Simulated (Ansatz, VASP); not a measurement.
**CuW2: VASP beside Ansatz**

```
Cu W
1.0
    -2.05213    3.22137    3.48783
     2.05213   -3.22137    3.48783
     2.05213    3.22137   -3.48783
Cu W
2 4
Direct
  0.29700 0.54700 0.75000
  0.70300 0.45300 0.25000
  0.10300 0.16300 0.94000
  0.72300 0.16300 0.56000
  0.27700 0.83700 0.44000
  0.89700 0.83700 0.06000
```

Alike in both runs: task single point; functional PBE; k mesh 6 × 6 × 6; occupations gaussian, width 0.1 eV; no spin polarisation.

|  | VASP | Ansatz |
| --- | --- | --- |
| version | VASP 6.6.1 | Ansatz 0.2.0 |
| potentials or method | VASP PAW PBE potentials, release 64 (Cu, W_sv) | scalar-relativistic, plane waves, PAW |
| plane-wave cutoff (eV) | 520 | 420 |
| valence electrons in the cell | 78 | 94 |

VASP gave:

| Item | Value |
| --- | --- |
| gap on the k mesh at the Fermi level (eV) | none |
| rms of the force components (eV/Å) | 1.436 |

**Question.** What did Ansatz give for the same quantities?

**Answer.** gap on the k mesh at the Fermi level (eV): none; rms of the force components (eV/Å): 1.423.

Atom by atom the forces differ by 0.016 eV/Å (rms over components). A gap of «none» marks a metal or a gap that the smearing closes. The two sets of potentials don't hold the same shells in valence.

Caveats: forces of over 1 eV/Å show positions far from the minimum, so gaps and moduli don't describe the material at rest. Spin-orbit coupling is left out, which matters for the levels of W.
